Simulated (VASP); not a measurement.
OSZICAR of a VASP run on CsSnI₃ (cubic perovskite):

### OSZICAR
```
       N       E                     dE             d eps       ncg     rms          rms(c)
DAV:   1     0.353677591081E+03    0.35368E+03   -0.18327E+04   520   0.152E+03
DAV:   2     0.308968627080E+02   -0.32278E+03   -0.31485E+03   630   0.306E+02
DAV:   3    -0.124377515722E+02   -0.43335E+02   -0.42444E+02   622   0.122E+02
DAV:   4    -0.142016409917E+02   -0.17639E+01   -0.17604E+01   646   0.282E+01
DAV:   5    -0.142558680452E+02   -0.54227E-01   -0.54218E-01   796   0.492E+00    0.409E+00
DAV:   6    -0.139844502602E+02    0.27142E+00   -0.48565E-01   644   0.374E+00    0.272E+00
DAV:   7    -0.139584153717E+02    0.26035E-01   -0.33182E-01   648   0.245E+00    0.101E+00
DAV:   8    -0.139630989413E+02   -0.46836E-02   -0.45200E-02   594   0.150E+00    0.287E-01
DAV:   9    -0.139629702359E+02    0.12871E-03   -0.25408E-03   646   0.393E-01    0.140E-01
DAV:  10    -0.139632674169E+02   -0.29718E-03   -0.10661E-03   610   0.203E-01    0.598E-02
DAV:  11    -0.139633181971E+02   -0.50780E-04   -0.35561E-04   610   0.131E-01    0.208E-02
DAV:  12    -0.139633218262E+02   -0.36292E-05   -0.33205E-05   652   0.383E-02    0.196E-02
DAV:  13    -0.139633210188E+02    0.80743E-06   -0.15656E-06   450   0.840E-03
   1 F= -.13963321E+02 E0= -.13963321E+02  d E =-.109146E-08
```

Problem. Which electronic solver shows in the log?

Solution. It is blocked Davidson (ALGO = Normal, or the opening steps of other solvers). The INCAR had ALGO = Normal.

Problem. Can the final energy be trusted as converged?

Solution. The run converged. It stopped with EDIFF = 1E-6, NELM = 100 (PBE GGA, plane waves, VASP's PBE PAW potentials (set 64)).

The compound is CsSnI3 in the cubic perovskite structure, the ideal cubic form; the compound distorts at low or room temperature. It was relaxed first.
